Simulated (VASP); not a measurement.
Computed with rev-vdW-DF2, VASP's PBE PAW potentials (set 64) (plane waves; VASP 6.6.1).

Input for VASP

File POSCAR:
```
In
1
   -1.6288253859     1.6288253859     2.5194290330
    1.6288253859    -1.6288253859     2.5194290330
    1.6288253859     1.6288253859    -2.5194290330
In
1
Direct
  0.0000000000   0.0000000000   0.0000000000
```

File KPOINTS:
```
Automatic mesh
0
G
  18 18 18
```

**INCAR**
```
# general
SYSTEM   = In
PREC     = Accurate
ENCUT    = 520   # plane-wave cut-off (eV)
LREAL    = .False.   # projection in real space or not
LASPH    = .True.   # aspherical one-centre terms

# electronic loop
EDIFF    = 1E-7   # SCF stop (eV)
NELM     = 100
ALGO     = Normal   # blocked Davidson
LMAXMIX  = 4

# smearing
ISMEAR   = -5   # tetrahedra, Bloechl

# functional
GGA      = MK
LUSE_VDW = .True.
AGGAC    = 0.0
PARAM1   = 0.1234568
PARAM2   = 0.7114
ZAB_VDW  = -1.8867

# ions
ISIF     = 2

# output
LWAVE    = .False.
LCHARG   = .True.
LORBIT   = 11   # lm-projected
NEDOS    = 601
```

POTCAR, in this order: In_d (PBE.64 set). Program: vasp_std.

The resulting files:

File OSZICAR:
```
       N       E                     dE             d eps       ncg     rms          rms(c)
DAV:   1     0.738630800822E+02    0.73863E+02   -0.65685E+03  9654   0.164E+03
DAV:   2     0.295380313038E+01   -0.70909E+02   -0.70042E+02  9746   0.289E+02
DAV:   3     0.253321137652E+00   -0.27005E+01   -0.26923E+01 11070   0.648E+01
DAV:   4     0.192887134391E+00   -0.60434E-01   -0.60435E-01 12054   0.996E+00
DAV:   5     0.190221118018E+00   -0.26660E-02   -0.26669E-02 11656   0.170E+00    0.198E+00
DAV:   6     0.215079771612E+00    0.24859E-01   -0.48545E-02 11076   0.481E+00    0.965E-01
DAV:   7     0.219878454471E+00    0.47987E-02   -0.13771E-02 11798   0.235E+00    0.248E-01
DAV:   8     0.220264852381E+00    0.38640E-03   -0.73989E-04 10910   0.548E-01    0.300E-02
DAV:   9     0.220261948194E+00   -0.29042E-05   -0.15704E-05 13712   0.617E-02    0.161E-02
DAV:  10     0.220260388007E+00   -0.15602E-05   -0.25430E-06 10230   0.165E-02    0.141E-03
DAV:  11     0.220260346548E+00   -0.41459E-07   -0.40405E-08  7140   0.293E-03
   1 F= 0.22026035E+00 E0= 0.22026035E+00  d E =0.000000E+00
```

OUTCAR:
```
------------------------ aborting loop because EDIFF is reached ----------------------------------------
  FORCE on cell =-STRESS in cart. coord.  units (eV):
  Direction    XX          YY          ZZ          XY          YZ          ZX
  --------------------------------------------------------------------------------------
  Total        0.0401642      0.0401642     -0.0161190      0.0000000      0.0000000      0.0000000
  in kB        2.4067890      2.4067890     -0.9659115      0.0000000      0.0000000      0.0000000
  external PRESSURE =       1.2825555 kB  Pullay stress =       0.0000000 kB
  volume of cell :       26.74
      direct lattice vectors                 reciprocal lattice vectors
    -1.628825386  1.628825386  2.519429033     0.000000000  0.306969675  0.198457664
     1.628825386 -1.628825386  2.519429033     0.306969675  0.000000000  0.198457664
     1.628825386  1.628825386 -2.519429033     0.306969675  0.306969675  0.000000000
 POSITION                                       TOTAL-FORCE (eV/Angst)
 -----------------------------------------------------------------------------------
      0.00000      0.00000      0.00000         0.000000      0.000000      0.000000
 -----------------------------------------------------------------------------------
    total drift:                               -0.000000     -0.000000     -0.000000
  FREE ENERGIE OF THE ION-ELECTRON SYSTEM (eV)
  ---------------------------------------------------
  free  energy   TOTEN  =         0.2202603465 eV

  energy  without entropy=        0.2202603465  energy(sigma->0) =        0.22026035

 total charge

# of ion       s       p       d       tot
------------------------------------------
    1        1.010   0.485   9.848  11.343
```
(Selected blocks of OUTCAR.)

**OUTCAR**
```
 val. band max:        7.2794524755   @ k =  -0.3333   0.3333   0.2222

 cond. band min:       6.9861001838   @ k =  -0.3333   0.3889   0.3333


 Fermi energy:         7.1489494856

 k-point     1 :       0.0000    0.0000    0.0000
  band No.  band energies     occupation
      1      -7.5114      2.00000
      2      -7.3890      2.00000
      3      -7.3890      2.00000
      4      -7.3340      2.00000
      5      -7.2099      2.00000
      6      -2.2437      2.00000
      7      17.4007      0.00000
      8      17.4007      0.00000
      9      17.5632      0.00000
     10      18.8748      0.00000

 k-point     2 :       0.0556    0.0000    0.0000
  band No.  band energies     occupation
      1      -7.5061      2.00000
      2      -7.3896      2.00000
      3      -7.3845      2.00000
      4      -7.3329      2.00000
      5      -7.2120      2.00000
      6      -2.1772      2.00000
      7      16.5928      0.00000
      8      17.3271      0.00000
      9      17.3376      0.00000
     10      18.6847      0.00000

 k-point     3 :       0.1111    0.0000    0.0000
  band No.  band energies     occupation
      1      -7.4929      2.00000
      2      -7.3929      2.00000
      3      -7.3721      2.00000
      4      -7.3262      2.00000
      5      -7.2174      2.00000
      6      -1.9770      2.00000
      7      14.8673      0.00000
      8      16.8868      0.00000
      9      17.1431      0.00000
     10      18.5834      0.00000

 k-point     4 :       0.1667   -0.0000    0.0000
  band No.  band energies     occupation
      1      -7.4787      2.00000
      2      -7.4020      2.00000
      3      -7.3564      2.00000
      4      -7.3067      2.00000
      5      -7.2222      2.00000
      6      -1.6408      2.00000
      7      12.9936      0.00000
      8      16.3391      0.00000
      9      16.9172      0.00000
     10      18.5394      0.00000

 k-point     5 :       0.2222   -0.0000    0.0000
...
```

For a metal the tetrahedron method with Blöchl corrections gives inexact stress and forces. Unless said otherwise, spin-orbit coupling is left out, though it shifts the bands of the heavy elements here.

The compound is In in the bct structure. It was relaxed first.
